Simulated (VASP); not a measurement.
Here is the system:

```
CELL_PARAMETERS angstrom
      0.00000     3.03495     3.03495
      3.03495     0.00000     3.03495
      3.03495     3.03495     0.00000
ATOMIC_POSITIONS crystal
  Cu 0.25000 0.25000 0.25000
  I  0.00000 0.00000 0.00000
```

Calculation: PBE GGA, VASP's PBE PAW potentials (set 64) (plane waves; VASP). Numerical set-up: 400 eV cut-off, Gaussian smearing of 0.050 eV, potentials Cu I.

Unless said otherwise, spin-orbit coupling is left out, though it shifts the bands of the heavy elements here.

Problem. Give the energies of bands 2 to 12 at the high-symmetry points, in eV from the valence-band maximum.

Solution. 
```
band      Γ      X      U      L      W
----  -----  -----  -----  -----  -----
2     -3.62  -5.55  -5.24  -5.56  -5.09
3     -3.62  -3.74  -4.38  -3.60  -4.51
4     -3.62  -3.74  -3.67  -3.60  -3.83
5     -1.84  -1.86  -1.96  -1.81  -1.90
6     -1.84  -1.78  -1.81  -1.81  -1.88
7      0.00  -1.75  -1.70  -1.76  -1.75
8      0.00  -1.49  -1.50  -0.70  -1.59
9      0.00  -1.49  -1.24  -0.70  -1.25
10     1.13   2.72   3.10   2.15   4.48
11     4.87   2.90   4.61   5.41   4.65
12     4.87   9.16   7.51   5.41   6.01
```

The gap is direct, 1.13 eV, from the valence maximum at Γ to the conduction minimum at Γ.

The structure comes from a measured CuI entry (F-43m) of the Crystallography Open Database, whose conditions weren't checked. It was relaxed first.
